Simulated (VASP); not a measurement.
Here is a VASP 6.6.1 calculation.

The input INCAR:

```
  PREC = Accurate
  ENCUT = 520
  EDIFF = 1E-6
  ISMEAR = 0
  SIGMA = 0.1
  LREAL = False
  LASPH = True
  NELM = 80
  ALGO = Normal
  ISIF = 2
  LWAVE = False
  LCHARG = False
  GGA = PS
  NBANDS = 65
```

The input KPOINTS:

```
Automatic mesh
0
Gamma
  5 5 5
```

The input POSCAR:

```
TlSn3
6.7351
    0.999997792089      0.000000000000      0.000000000000
   -0.499998896037      0.866023491678      0.000000000000
    0.000000000000      0.000000000000      0.868135754480
Tl Sn
2 6
Direct
    0.3333333333      0.6666666667      0.7500000000
    0.6666666667      0.3333333333      0.2500000000
    0.1561664750      0.3123329500      0.2500000000
    0.1561664750      0.8438335250      0.2500000000
    0.6876670500      0.8438335250      0.2500000000
    0.8438335250      0.6876670500      0.7500000000
    0.8438335250      0.1561664750      0.7500000000
    0.3123329500      0.1561664750      0.7500000000
```

Potentials or basis: VASP PAW PBE potentials, release 64 (Tl_d, Sn_d).

Run with:

```console
$ cat potpaw_PBE.64/Tl_d/POTCAR potpaw_PBE.64/Sn_d/POTCAR > POTCAR
$ mpirun -np 1 vasp_std > vasp.out
```

(1) What does it give for the pressure?

(2) Predict the largest force.

Answers

(1) -1.9 GPa.

(2) 0.148 eV/Å.

Caveat: the PAW data sets were made with another functional, which shifts forces and pressure a little.
